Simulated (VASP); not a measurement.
The system is ZnH.

```xyz
2
Lattice="0.0000 2.2159 2.2159 2.2159 0.0000 2.2159 2.2159 2.2159 0.0000" Properties=species:S:1:pos:R:3 pbc="T T T"
Zn    0.0000    0.0000    0.0000
H     1.1080    1.1080    1.1080
```

The cell was built by a generator and needn't be a form met in nature.

Base run:

```yaml
Program: VASP 6.6.1
Functional: BLYP
Potentials_or_basis: VASP PAW PBE potentials, release 64 (Zn, H)
Cutoff: 520 eV
k_mesh: 10 × 10 × 10
Occupations: fermi-dirac, width 0.05 eV
Spin: no spin polarisation
```

Its results: pressure 5.3 GPa.

Task: After a change of settings the same cell gave: pressure 1.8 GPa. Which change was it?
A. functional from BLYP to AM05
B. functional from BLYP to TPSS
C. functional from BLYP to LDA; potentials or basis from VASP PAW PBE potentials, release 64 (Zn, H) to VASP PAW LDA potentials, release 64 (Zn, H)
D. functional from BLYP to revPBE

Result: D.

Caveats: the PAW data sets were made with another functional, which shifts forces and pressure a little.

Runs at the PBE level aren't shown here.
